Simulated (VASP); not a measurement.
# Sr8Ti8NO23 (a cell with a defect) in VASP: a series of runs

The runs below take Sr8Ti8NO23 (a cell with a defect) through relaxation of the atoms, single point, with PBE, HSE06.

Program: VASP 6.6.1. These are calculated values, not measurements. Logs are shortened: lines on timing, memory, paths and dates and some standing lists are left out, and cuts for length are marked.

### Step 1. Starting point

The cell holds a defect, 40 atoms: a = 7.880 Å, b = 7.880 Å, c = 7.880 Å, α = 90.00°, β = 90.00°, γ = 90.00°.

### Step 2. Relaxation of the atoms, PBE

INCAR reads:

```
SYSTEM = Sr8Ti8NO23
PREC = Normal
ENCUT = 450
EDIFF = 1E-6
ISMEAR = 0
SIGMA = 0.01
LREAL = Auto
LASPH = .TRUE.
NELM = 80
ALGO = Normal
ISIF = 2
LWAVE = .FALSE.
LCHARG = .FALSE.
GGA = PE
IBRION = 2
NSW = 70
EDIFFG = -0.025
ICORELEVEL = 1
NELECT = 318.0
ISYM = 0
KPAR = 4
NCORE = 2
```

KPOINTS reads:

```
regular mesh
0
Monkhorst
  2 2 2
  0 0 0
```

POSCAR reads:

```
Sr8Ti8NO23
1.0
    7.8804100000      0.0000000000      0.0000000000
    0.0000000000     -7.8804100000      0.0000000000
    0.0000000000      0.0000000000     -7.8804100000
Sr Ti N O
8 8 1 23
Direct
    0.2500000000      0.2500000000      0.2500000000
    0.2500000000      0.2500000000      0.7500000000
    0.2500000000      0.7500000000      0.2500000000
    0.2500000000      0.7500000000      0.7500000000
    0.7500000000      0.2500000000      0.2500000000
    0.7500000000      0.2500000000      0.7500000000
    0.7500000000      0.7500000000      0.2500000000
    0.7500000000      0.7500000000      0.7500000000
    0.9967149600      0.5007053900      0.4993174400
    0.0000000000      0.5000000000      0.0000000000
    0.0000000000      0.0000000000      0.5000000000
    0.0000000000      0.0000000000      0.0000000000
    0.5026741700      0.4960917700      0.4908087300
    0.5000000000      0.5000000000      0.0000000000
    0.5000000000      0.0000000000      0.5000000000
    0.5000000000      0.0000000000      0.0000000000
    0.2433934200      0.5031875300      0.4946525100
    0.2500000000      0.5000000000      0.0000000000
    0.2500000000      0.0000000000      0.5000000000
    0.2500000000      0.0000000000      0.0000000000
    0.7500000000      0.5000000000      0.5000000000
    0.7500000000      0.5000000000      0.0000000000
    0.7500000000      0.0000000000      0.5000000000
    0.7500000000      0.0000000000      0.0000000000
    0.0000000000      0.2500000000      0.5000000000
    0.0000000000      0.2500000000      0.0000000000
    0.0000000000      0.7500000000      0.5000000000
    0.0000000000      0.7500000000      0.0000000000
    0.5000000000      0.2500000000      0.5000000000
    0.5000000000      0.2500000000      0.0000000000
    0.5000000000      0.7500000000      0.5000000000
    0.5000000000      0.7500000000      0.0000000000
    0.0000000000      0.5000000000      0.2500000000
    0.0000000000      0.5000000000      0.7500000000
    0.0000000000      0.0000000000      0.2500000000
    0.0000000000      0.0000000000      0.7500000000
    0.5000000000      0.5000000000      0.2500000000
    0.5000000000      0.5000000000      0.7500000000
    0.5000000000      0.0000000000      0.2500000000
    0.5000000000      0.0000000000      0.7500000000
```

Potentials or basis: VASP PAW PBE potentials, release 64 (Sr_sv, Ti_sv, N, O).

On the command line:

```bash
cat potpaw_PBE.64/Sr_sv/POTCAR potpaw_PBE.64/Ti_sv/POTCAR potpaw_PBE.64/N/POTCAR potpaw_PBE.64/O/POTCAR > POTCAR
mpirun -np 8 vasp_std > vasp.out
```

OUTCAR:

```text
SYSTEM = Sr8Ti8NO23
   PREC = Normal
   ENCUT = 450
   EDIFF = 1E-6
   ISMEAR = 0
   LREAL = Auto
   LASPH = .TRUE.
   NELM = 80
   ISIF = 2
   GGA = PE
   IBRION = 2
   NSW = 70
   EDIFFG = -0.025
   NELECT = 318.0
   ISYM = 0

 ion  position               nearest neighbor table
   1  0.250  0.250  0.250-  17 2.78  18 2.79  19 2.79  20 2.79  25 2.79  26 2.79  29 2.79  30 2.79
                            33 2.79  35 2.79  37 2.79  39 2.79  13 3.37  11 3.41  12 3.41  10 3.41
   2  0.250  0.250  0.750-  18 2.79  19 2.79  20 2.79  25 2.79  26 2.79  29 2.79  30 2.79  34 2.79
                            36 2.79  38 2.79  40 2.79  17 2.83  10 3.41  11 3.41  12 3.41  14 3.41
   3  0.250  0.750  0.250-  17 2.74  18 2.79  19 2.79  20 2.79  27 2.79  28 2.79  31 2.79  32 2.79
                            33 2.79  35 2.79  37 2.79  39 2.79  13 3.40  11 3.41  12 3.41  10 3.41
   4  0.250  0.750  0.750-  18 2.79  19 2.79  20 2.79  27 2.79  28 2.79  31 2.79  32 2.79  34 2.79
                            36 2.79  38 2.79  40 2.79  17 2.80  10 3.41  11 3.41  12 3.41  14 3.41
   5  0.750  0.250  0.250-  21 2.79  22 2.79  23 2.79  24 2.79  25 2.79  26 2.79  29 2.79  30 2.79
                            33 2.79  35 2.79  37 2.79  39 2.79  13 3.34   9 3.40  11 3.41  12 3.41
   6  0.750  0.250  0.750-  21 2.79  22 2.79  23 2.79  24 2.79  25 2.79  26 2.79  29 2.79  30 2.79
                            34 2.79  36 2.79  38 2.79  40 2.79   9 3.40  10 3.41  11 3.41  12 3.41
   7  0.750  0.750  0.250-  21 2.79  22 2.79  23 2.79  24 2.79  27 2.79  28 2.79  31 2.79  32 2.79
                            33 2.79  35 2.79  37 2.79  39 2.79  13 3.38   9 3.39  11 3.41  12 3.41
   8  0.750  0.750  0.750-  21 2.79  22 2.79  23 2.79  24 2.79  27 2.79  28 2.79  31 2.79  32 2.79
                            34 2.79  36 2.79  38 2.79  40 2.79   9 3.40  10 3.41  11 3.41  12 3.41
   9  0.997  0.501  0.499-  21 1.94  17 1.94  27 1.96  33 1.96  34 1.98  25 1.98   7 3.39   8 3.40
[... 37 lines left out ...]
  39  0.500  0.000  0.250-  15 1.97  16 1.97   5 2.79   7 2.79   1 2.79   3 2.79
  40  0.500  0.000  0.750-  15 1.97  16 1.97   6 2.79   8 2.79   2 2.79   4 2.79

IMPORTANT INFORMATION: All symmetrisations will be switched off!
NOSYMM: (Re-)initialisation of all symmetry stuff for point group C_1.

----------------------------------------------------------------------------------------

                                     Primitive cell

  volume of cell :     489.3803

  direct lattice vectors                    reciprocal lattice vectors
     7.880410000  0.000000000  0.000000000     0.126896951  0.000000000  0.000000000
     0.000000000 -7.880410000  0.000000000     0.000000000 -0.126896951  0.000000000
     0.000000000  0.000000000 -7.880410000     0.000000000  0.000000000 -0.126896951

  length of vectors
     7.880410000  7.880410000  7.880410000     0.126896951  0.126896951  0.126896951

  position of ions in fractional coordinates (direct lattice)
     0.250000000  0.250000000  0.250000000
     0.250000000  0.250000000  0.750000000
     0.250000000  0.750000000  0.250000000
     0.250000000  0.750000000  0.750000000
     0.750000000  0.250000000  0.250000000
     0.750000000  0.250000000  0.750000000
[... 32 lines left out ...]
     0.500000000  0.000000000  0.250000000
     0.500000000  0.000000000  0.750000000

  ion indices of the primitive-cell ions
   primitive index   ion index
                 1           1
                 2           2
                 3           3
                 4           4
                 5           5
                 6           6
[... 32 lines left out ...]
                39          39
                40          40

----------------------------------------------------------------------------------------

 KPOINTS: regular mesh

Automatic generation of k-mesh.
 Grid dimensions read from file:
 generate k-points for:    2    2    2

 Generating k-lattice:

  Cartesian coordinates                     Fractional coordinates (reciprocal lattice)
     0.063448475  0.000000000  0.000000000     0.500000000  0.000000000  0.000000000
     0.000000000 -0.063448475  0.000000000     0.000000000  0.500000000  0.000000000
     0.000000000  0.000000000 -0.063448475     0.000000000  0.000000000  0.500000000

  Length of vectors
     0.063448475  0.063448475  0.063448475

  Shift w.r.t. Gamma in fractional coordinates (k-lattice)
     0.500000000  0.500000000  0.500000000

 Subroutine IBZKPT returns following result:
 ===========================================

[... 19 lines left out ...]
   ICHARG =      2    charge: 1-file 2-atom 10-const
   ISPIN  =      1    spin polarized calculation?
   LNONCOLLINEAR =      F non collinear calculations
   LSORBIT =      F    spin-orbit coupling
   LASPH  =      T    aspherical Exc in radial PAW
   ENCUT  =  450.0 eV  33.07 Ry    5.75 a.u.  13.63 13.63 13.63*2*pi/ulx,y,z
   NELM   =     80;   NELMIN=  2; NELMDL= -5     # of ELM steps
   EDIFF  = 0.1E-05   stopping-criterion for ELM
   LREAL  =      T    real-space projection
   EDIFFG = -.3E-01   stopping-criterion for IOM
   NSW    =     70    number of steps for IOM
   IBRION =      2    ionic relax: 0-MD 1-quasi-New 2-CG
   NFREE  =      1    steps in history (QN), initial steepest desc. (CG)
   ISIF   =      2    stress and relaxation
   ISYM   =      0    0-nonsym 1-usesym 2-fastsym
   POTIM  = 0.5000    time-step for ionic-motion
   TEBEG  =    0.0;   TEEND  =   0.0 temperature during run
   PSTRESS=    0.0 pullay stress
   NELECT =     318.0000    total number of electrons
   NUPDOWN=      -1.0000    fix difference up-down
   EMIN   =  10.00;   EMAX   =-10.00  energy-range for DOS
   EFERMI =   0.00;   METHOD = LEGACY
   ISMEAR =     0;   SIGMA  =   0.01  broadening in eV -4-tet -1-fermi 0-gaus
   EFERMI_NEDOS =   21; number of points for ismear=-14 and -15
   IALGO  =     38    algorithm
   IMIX   =      4    mixing-type and parameters
     AMIX     =   0.40;   BMIX     =  1.00
     AMIX_MAG =   1.60;   BMIX_MAG =  1.00
  volume/ion in A,a.u.               =      12.23        82.56
  Fermi-wavevector in a.u.,A,eV,Ry     =   1.417974  2.679583 27.356573  2.010651
  Thomas-Fermi vector in A             =   2.539148
   LORBIT       =      0    0 simple, 1 ext, 2 COOP (PROOUT), +10 PAW based schemes
   GGA     = PE    functional components
   LHFCALC =     F    Hartree Fock is set to
   AEXX    =    0.0000 exact exchange contribution
   IVDW    =     0    specifies the selected vdW correction
   LEPSILON=     F    determine dielectric tensor
   LRPA    =     F    only Hartree local field effects (RPA)
 conjugate gradient relaxation of ions
 non-spin polarized calculation
 Gauss-broadening in eV      SIGMA  =   0.01
  energy-cutoff  :      450.00
  volume of cell :      489.38
 maximum number of plane-waves:     10618
   NGX = 27   NGY = 27   NGZ = 27

--------------------------------------- Ionic step        1  -------------------------------------------

 number of electron     317.9998709 magnetization

 Free energy of the ion-electron system (eV)
  ---------------------------------------------------
  ext. energy  EPLUGINS =         0.00000000
  ---------------------------------------------------
  free energy    TOTEN  =      -322.91126234 eV

  energy without entropy =     -322.91113753  energy(sigma->0) =     -322.91119994

------------------------ aborting loop because EDIFF is reached ----------------------------------------

  FORCE on cell =-STRESS in cart. coord.  units (eV):
  Direction    XX          YY          ZZ          XY          YZ          ZX
  --------------------------------------------------------------------------------------
  -------------------------------------------------------------------------------------
  Total       -7.7802494     -9.0738473     -8.6880033      0.1842439     -0.0176375      0.4303098
  in kB      -25.4716842    -29.7067820    -28.4435709      0.6031944     -0.0577434      1.4087871
  external PRESSURE =     -27.8740124 kB  Pullay stress =       0.0000000 kB
[... 203 lines left out ...]
  FREE ENERGIE OF THE ION-ELECTRON SYSTEM (eV)
  ---------------------------------------------------
  free  energy   TOTEN  =      -323.0022332269 eV

  energy  without entropy=     -323.0022213785  energy(sigma->0) =     -323.00222730

[... ionic steps 4 to 10 ...]

--------------------------------------- Ionic step       11  -------------------------------------------

 number of electron     317.9998777 magnetization

------------------------ aborting loop because EDIFF is reached ----------------------------------------
[... 143 lines left out ...]
--------------------------------------- Ionic step       13  -------------------------------------------

 number of electron     317.9998786 magnetization

 Free energy of the ion-electron system (eV)
  ---------------------------------------------------
  ext. energy  EPLUGINS =         0.00000000
  ---------------------------------------------------
  free energy    TOTEN  =      -323.03838999 eV

  energy without entropy =     -323.03837152  energy(sigma->0) =     -323.03838075

 the core state eigenenergies are
   1-  1s -15923.1577  2s  -2145.7121  2p  -1905.1054  3s   -321.6930  3p   -244.0625
       3d   -115.9585
   2-  1s -15923.1581  2s  -2145.7124  2p  -1905.1058  3s   -321.6934  3p   -244.0628
       3d   -115.9589
   3-  1s -15923.1576  2s  -2145.7120  2p  -1905.1053  3s   -321.6929  3p   -244.0624
       3d   -115.9584
   4-  1s -15923.1580  2s  -2145.7124  2p  -1905.1057  3s   -321.6933  3p   -244.0628
       3d   -115.9588
   5-  1s -15923.2301  2s  -2145.7836  2p  -1905.1771  3s   -321.7611  3p   -244.1305
       3d   -116.0266
   6-  1s -15923.2276  2s  -2145.7812  2p  -1905.1747  3s   -321.7588  3p   -244.1282
       3d   -116.0243
   7-  1s -15923.2302  2s  -2145.7838  2p  -1905.1773  3s   -321.7612  3p   -244.1307
       3d   -116.0268
   8-  1s -15923.2278  2s  -2145.7814  2p  -1905.1749  3s   -321.7589  3p   -244.1283
       3d   -116.0244
   9-  1s  -4858.2707  2s   -527.4048  2p   -434.6483
[... 29 lines left out ...]
  39-  1s   -500.1497
  40-  1s   -500.1506

 E-fermi :   3.9307     XC(G=0): -11.1095

 val. band max:        3.9053559026   @ k =  -0.2500  -0.2500   0.2500
 cond. band min:       3.9555813711   @ k =  -0.2500   0.2500   0.2500
 fundamental gap:      0.0502254685
 Fermi energy:         3.9306663348

 k-point     1 :       0.2500    0.2500    0.2500
  band No.  band energies     occupation
      1     -52.6331      2.00000
      2     -52.6322      2.00000
      3     -52.6313      2.00000
      4     -52.6311      2.00000
      5     -52.5966      2.00000
      6     -52.5913      2.00000
[... 685 lines left out ...]
    170       7.4185      0.00000
    171       7.4207      0.00000
 [bands above 171 left out]

------------------------ aborting loop because EDIFF is reached ----------------------------------------

  FORCE on cell =-STRESS in cart. coord.  units (eV):
  Direction    XX          YY          ZZ          XY          YZ          ZX
  --------------------------------------------------------------------------------------
  -------------------------------------------------------------------------------------
  Total       -8.0032945     -9.1129888     -9.1142336      0.0069154      0.0017674      0.0016284
  in kB      -26.2019095    -29.8349270    -29.8390022      0.0226401      0.0057861      0.0053311
  external PRESSURE =     -28.6252796 kB  Pullay stress =       0.0000000 kB
[... 55 lines left out ...]
  FREE ENERGIE OF THE ION-ELECTRON SYSTEM (eV)
  ---------------------------------------------------
  free  energy   TOTEN  =      -323.0383899864 eV

  energy  without entropy=     -323.0383715160  energy(sigma->0) =     -323.03838075

 reached required accuracy - stopping structural energy minimisation
```

Wall time 13 min (8 MPI ranks of Intel Xeon Platinum 8375C at 2.90GHz (Ice Lake), shared host); peak memory 0.3 GiB.

What came out:

```yaml
Free_energy: -323.0384 eV
Energy_gained_by_relaxing: 3.2 meV/atom
Ionic_steps: 13
Largest_force_after_relaxing: 0.025 eV/Å
```

Forces in eV/Å, atoms in the order of the input:
```
Sr   0.002 -0.002 -0.001
Sr  -0.001 -0.003 -0.001
Sr   0.000  0.001 -0.004
Sr  -0.004  0.002  0.001
Sr  -0.004  0.001  0.000
Sr   0.001 -0.002 -0.001
Sr  -0.001 -0.004  0.001
Sr   0.005  0.001  0.000
Ti   0.000 -0.007 -0.011
Ti   0.006  0.001  0.024
Ti   0.003  0.011  0.011
Ti   0.000  0.001  0.000
Ti  -0.011 -0.004 -0.009
Ti  -0.008  0.001 -0.015
Ti  -0.008 -0.010  0.007
Ti   0.001  0.001  0.003
N    0.022  0.006 -0.006
O   -0.003  0.000 -0.001
O    0.001 -0.002  0.001
O    0.013 -0.001  0.004
O    0.016  0.002  0.002
O   -0.001 -0.001 -0.010
O   -0.004  0.006  0.003
O   -0.018  0.000  0.001
O   -0.004 -0.001  0.001
O   -0.001 -0.004 -0.004
O   -0.003  0.003  0.001
O   -0.002  0.006 -0.004
O    0.002 -0.010  0.000
O    0.002  0.010 -0.001
O    0.002  0.004  0.002
O    0.002 -0.010  0.000
O   -0.006  0.002  0.010
O   -0.003  0.002  0.005
O   -0.001 -0.001 -0.001
O   -0.001 -0.001  0.000
O    0.003  0.000 -0.011
O   -0.001  0.000  0.009
O    0.002  0.002  0.009
O    0.001  0.001 -0.013
```

Step by step:
| step | energy change (eV) | largest force (eV/Å) | pressure (GPa) |
| --- | --- | --- | --- |
| 1 | 0.0000 | 1.0844 | -2.79 |
| 2 | -0.0889 | 0.3635 | -2.85 |
| 3 | -0.0910 | 0.2650 | -2.85 |
| 4 | -0.1137 | 0.1581 | -2.86 |
| 5 | -0.1183 | 0.1843 | -2.85 |
| 6 | -0.1250 | 0.0902 | -2.85 |
| 7 | -0.1251 | 0.0884 | -2.85 |
| 8 | -0.1263 | 0.0374 | -2.86 |
| 9 | -0.1263 | 0.0369 | -2.86 |
| 10 | -0.1267 | 0.0279 | -2.86 |
| 11 | -0.1268 | 0.0330 | -2.86 |
| 12 | -0.1271 | 0.0258 | -2.86 |
| 13 | -0.1271 | 0.0249 | -2.86 |

Final structure:
```yaml
crystal:
  lattice:
    - [7.88041, 0.00000, 0.00000]
    - [0.00000, -7.88041, 0.00000]
    - [0.00000, 0.00000, -7.88041]
  atoms:
    - { symbol: Sr, position: [0.24988, 0.24531, 0.24488] }
    - { symbol: Sr, position: [0.24985, 0.24534, 0.75397] }
    - { symbol: Sr, position: [0.24988, 0.75458, 0.24478] }
    - { symbol: Sr, position: [0.24985, 0.75454, 0.75407] }
    - { symbol: Sr, position: [0.74996, 0.24757, 0.24714] }
    - { symbol: Sr, position: [0.74984, 0.24756, 0.75174] }
    - { symbol: Sr, position: [0.74988, 0.75217, 0.24718] }
    - { symbol: Sr, position: [0.74977, 0.75220, 0.75172] }
    - { symbol: Ti, position: [0.99733, 0.50003, 0.49972] }
    - { symbol: Ti, position: [0.00089, 0.49991, 0.99985] }
    - { symbol: Ti, position: [0.00092, 0.00010, 0.49947] }
    - { symbol: Ti, position: [0.99868, 0.99990, 0.99940] }
    - { symbol: Ti, position: [0.50221, 0.49942, 0.49868] }
    - { symbol: Ti, position: [0.49898, 0.50004, 0.99868] }
    - { symbol: Ti, position: [0.49900, 0.99941, 0.49972] }
    - { symbol: Ti, position: [0.50106, 0.00006, 0.99971] }
    - { symbol: N, position: [0.24954, 0.50044, 0.49933] }
    - { symbol: O, position: [0.24982, 0.50004, 0.00000] }
    - { symbol: O, position: [0.24980, 0.99988, 0.49987] }
    - { symbol: O, position: [0.24986, 0.00000, 0.99986] }
    - { symbol: O, position: [0.74954, 0.49995, 0.50013] }
    - { symbol: O, position: [0.74985, 0.50001, 0.99912] }
    - { symbol: O, position: [0.74985, 0.00042, 0.49988] }
    - { symbol: O, position: [0.74998, 0.00003, 0.99986] }
    - { symbol: O, position: [0.00130, 0.24995, 0.49984] }
    - { symbol: O, position: [0.99973, 0.25010, 0.99979] }
    - { symbol: O, position: [0.00080, 0.75032, 0.49983] }
    - { symbol: O, position: [0.99974, 0.75004, 0.99979] }
    - { symbol: O, position: [0.49800, 0.24987, 0.49958] }
    - { symbol: O, position: [0.50006, 0.25008, 0.99970] }
    - { symbol: O, position: [0.49857, 0.75029, 0.49968] }
    - { symbol: O, position: [0.50005, 0.74994, 0.99967] }
    - { symbol: O, position: [0.00076, 0.50011, 0.24965] }
    - { symbol: O, position: [0.00141, 0.50010, 0.74996] }
    - { symbol: O, position: [0.99974, 0.00009, 0.24991] }
    - { symbol: O, position: [0.99972, 0.00009, 0.74981] }
    - { symbol: O, position: [0.49868, 0.50005, 0.24943] }
    - { symbol: O, position: [0.49790, 0.49995, 0.74988] }
    - { symbol: O, position: [0.50005, 0.00003, 0.24983] }
    - { symbol: O, position: [0.50007, 0.00007, 0.74966] }
```

Levels at points of the mesh, in eV from the valence-band top:
```tsv
k point	band 155	band 156	band 157	band 158	band 159	band 160	band 161	band 162	band 163	band 164
(0.25, 0.25, 0.25)	-0.37	-0.36	-0.30	-0.25	0.00	0.05	2.39	2.47	2.48	2.54
```

Core levels (eV, on the scale of the bands):
```csv
atom,levels
1 Sr,"1s -15923.2, 2s -2145.7, 2p -1905.1, 3s -321.7, 3p -244.1, 3d -116.0"
2 Sr,"1s -15923.2, 2s -2145.7, 2p -1905.1, 3s -321.7, 3p -244.1, 3d -116.0"
3 Sr,"1s -15923.2, 2s -2145.7, 2p -1905.1, 3s -321.7, 3p -244.1, 3d -116.0"
4 Sr,"1s -15923.2, 2s -2145.7, 2p -1905.1, 3s -321.7, 3p -244.1, 3d -116.0"
5 Sr,"1s -15923.2, 2s -2145.8, 2p -1905.2, 3s -321.8, 3p -244.1, 3d -116.0"
6 Sr,"1s -15923.2, 2s -2145.8, 2p -1905.2, 3s -321.8, 3p -244.1, 3d -116.0"
```

Caveat: the cell is charged against a uniform background, so pressure and absolute levels hang on convention; the cutoff is under 1.25 times the usual one of these potentials, so pressure, stress and relaxed cells hold a basis-set (Pulay) error.

(Part 1 of 2 ends here.)
